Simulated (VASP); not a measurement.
```yaml
crystal:
  lattice:
    - [2.23000, -3.86247, 0.00000]
    - [2.23000, 3.86247, 0.00000]
    - [0.00000, 0.00000, 5.93000]
  atoms:
    - { symbol: Te, position: [0.00000, 0.26300, 0.66667] }
    - { symbol: Te, position: [0.73700, 0.73700, 0.00000] }
    - { symbol: Te, position: [0.26300, 0.00000, 0.33333] }
```

These are PBE GGA, VASP's PBE PAW potentials (set 64) (plane waves; VASP) values and carry that method's errors. Settings: PREC = Low, 400 eV cut-off, 6×6×4 Γ-centred mesh, Gaussian smearing of 0.050 eV, potentials Te.

Which forces act on the atoms, in eV/Å?

```tsv
atom	Fx	Fy	Fz
Te1	0.160	0.277	0.000
Te2	-0.320	0.000	0.000
Te3	0.160	-0.277	0.000
```

Give the stress tensor in GPa (positive for a compressed cell).

```
1.82  0.00  0.00
0.00  1.82  0.00
0.00  0.00  2.35
```
The pressure is its mean diagonal, 1.99 GPa.

The compound is Te in the trig structure. The cell was not relaxed at this level. The run is one of a series of settings (PREC = Low against the base run), some of them coarse on purpose.
